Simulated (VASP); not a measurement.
```
ZrN
1.0
    0.00000     2.26424     2.26424
    2.26424     0.00000     2.26424
    2.26424     2.26424     0.00000
Zr N
1 1
Direct
  0.50000   0.50000   0.50000
  0.00000   0.00000   0.00000
```

Computed with LDA (Ceperley-Alder, Perdew-Zunger), VASP's LDA PAW potentials (set 64) (plane waves; VASP). Settings: 520 eV cut-off, Gaussian smearing of 0.050 eV, potentials Zr_sv N.

Problem. What does the run give for the band gap (along the path) with the smallest direct gap where there is one?

Solution. 
The band gap (along the path) is none (metal, semimetal or under 0.01 eV).

The absolute energy has meaning only against runs of the same code, potentials and settings.

The structure comes from a computed database's ZrN entry (Fm-3m); how it stands against other phases isn't given here. It was relaxed first. The electron count is odd and the run is not spin-polarised, which forces a metal.
